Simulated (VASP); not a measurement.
Calculation: PBEsol GGA, VASP's PBE PAW potentials (set 64) (plane waves; VASP 6.6.1). For the alloy's cell: Run with 400 eV cut-off, 8×8×15 Γ-centred mesh, tetrahedra with Blöchl corrections, potentials Ir Ag.

```tsv
end member	E (eV/atom)	V (Å³/atom)	gap (eV)
Ag (fcc)	-3.3087	16.55	0.00
Ir (fcc)	-9.8195	14.08	0.00
```

An ordered cell with a fraction 0.75 of the second end member relaxes to

```yaml
crystal:
  lattice:
    - [-0.01162, 3.85289, 3.92340]
    - [3.85289, -0.01162, 3.92340]
    - [1.92064, 1.92064, 0.00000]
  atoms:
    - { symbol: Ir, position: [0.00000, 0.00000, 0.00000] }
    - { symbol: Ir, position: [0.00000, 0.50000, 0.00000] }
    - { symbol: Ir, position: [0.50000, 0.00000, 0.00000] }
    - { symbol: Ag, position: [0.50000, 0.50000, 0.00000] }
```

Unless said otherwise, spin-orbit coupling is left out, though it shifts the bands of the heavy elements here.

Q: Estimate the mixing energy, the deviation from a linear volume and the gap.

A: Its energy is -7.8267 eV/atom, so the mixing energy is 365 meV/atom. The volume of 14.56 Å³/atom lies -0.9 % from the linear mean. The cell is without a gap at this level.
